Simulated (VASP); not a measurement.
**WS2 (space group R3m): computed properties**

The numbers are results of PBEsol GGA, VASP's PBE PAW potentials (set 64) (plane waves; VASP), not measurements.

space group: R3m (160)
cell: a = b = 3.1484 Å, c = 19.0539 Å, α = β = 90.00°, γ = 120.00°
volume per atom: 18.17 Å³/atom
band gap (over mesh and band path): 1.15 eV
smallest direct gap (over mesh and band path): 1.93 eV
band-edge character: indirect, T to Γ-S0 at 0.55
density: 7.55 g/cm³

Space group R3m, hexagonal axes (No. 160); a = 3.148 Å, b = 3.148 Å, c = 19.054 Å, α = 90.00°, β = 90.00°, γ = 120.00°

| atom | site | symmetry | x | y | z |
|---|---|---|---|---|---|
| W | 3a | 3m | 0.0000 | 0.0000 | 0.0007 |
| S | 3a | 3m | 0.0000 | 0.0000 | 0.2518 |
| S | 3a | 3m | 0.0000 | 0.0000 | 0.4163 |
(The calculation used a cell of 3 atoms; values per cell refer to that cell.)

Without a dispersion term in the relaxation, distances and binding between the weakly bound layers, chains or molecules are unreliable, and so is what depends on them. Unless said otherwise, spin-orbit coupling is left out, though it shifts the bands of the heavy elements here.

The structure comes from a measured WS2 entry (R3m) of the Crystallography Open Database, whose conditions weren't checked. It was relaxed first. Symmetry was kept, so distortions that lower it aren't found.
